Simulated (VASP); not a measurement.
A run of VASP 6.6.1 is set up as follows.

The input INCAR:

```
SYSTEM = Si
PREC = Accurate
ENCUT = 600
EDIFF = 1E-7
ISMEAR = 0
SIGMA = 0.03
LREAL = .FALSE.
LASPH = .TRUE.
NELM = 80
ALGO = Normal
ISIF = 3
LWAVE = .FALSE.
LCHARG = .FALSE.
GGA = PS
IBRION = 2
NSW = 90
EDIFFG = -0.005
KPAR = 4
```

KPOINTS

```
Automatic mesh
0
G
  10 10 10
  0 0 0
```

The input POSCAR:

```
Si                                      
1.0
    0.0000000000      2.7178477094      2.7178477094
    2.7178477094      0.0000000000      2.7178477094
    2.7178477094      2.7178477094      0.0000000000
  Si            
     2
Direct
     0.7500000000000000    0.7500000000000000    0.7500000000000000
     0.5000000000000000    0.5000000000000000    0.5000000000000000
```

Potentials or basis: VASP PAW PBE potentials, release 64 (Si).

Run with:

```sh
$ cat potpaw_PBE.64/Si/POTCAR > POTCAR
$ mpirun -np 4 vasp_std > vasp.out
```

Predict the band gap on the k mesh.

0.47 eV, indirect (least direct gap 2.52 eV).

Final structure:
```xyz
2
Lattice="0.0000 2.7178 2.7178 2.7178 0.0000 2.7178 2.7178 2.7178 0.0000" Properties=species:S:1:pos:R:3 pbc="T T T"
Si    4.0768    4.0768    4.0768
Si    2.7178    2.7178    2.7178
```

Caveat: the relaxation stopped at its first step, so nothing moved. Expect the measured gap to be larger: semilocal functionals such as PBEsol lack the derivative discontinuity.
